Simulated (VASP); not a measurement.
Method: PBE GGA, VASP's PBE PAW potentials (set 64) (plane waves; VASP 6.6.1).

VASP ran on this input.

File KPOINTS:
```
K-points
0
gamma
 13 13 13
0 0 0
```

**POSCAR**
```
Fe
1
   -1.4350000000     1.4350000000     1.4350000000
    1.4350000000    -1.4350000000     1.4350000000
    1.4350000000     1.4350000000    -1.4350000000
Fe
1
Direct
  0.0000000000   0.0000000000   0.0000000000
```

INCAR:
```
! general
SYSTEM =Fe
PREC   =Accurate
ENCUT  =400
LREAL  =.FALSE.   ! projection in real space or not
LASPH  =.TRUE.   ! aspherical one-centre terms

! electronic loop
EDIFF  =1E-6   ! SCF stop (eV)
NELM   =100   ! most electronic steps
ALGO   =Normal
LMAXMIX=4

! smearing
ISMEAR =1   ! Methfessel-Paxton
SIGMA  =0.1   ! width (eV)

! functional
GGA    =PE   ! PBE

! spin
ISPIN  =2
MAGMOM =2.5

! ions
ISIF   =2

! output
LWAVE  =.FALSE.
LCHARG =.FALSE.
LORBIT =10
```

POTCAR, in this order: Fe (PBE.64 set). Program: vasp_std.

Question: What will the output report for the number of irreducible k-points (NKPTS), number of bands (NBANDS), largest plane-wave count, number of space-group operations, FFT grid (NGX, NGY, NGZ)?

Answer: 
```
Quantity                                      Result
--------------------------------------  ------------
number of irreducible k-points (NKPTS)            84
number of bands (NBANDS)                           9
largest plane-wave count                         236
number of space-group operations                  48
FFT grid (NGX, NGY, NGZ)                16 × 16 × 16
```

The compound is Fe in the bcc structure. The cell was not relaxed at this level.
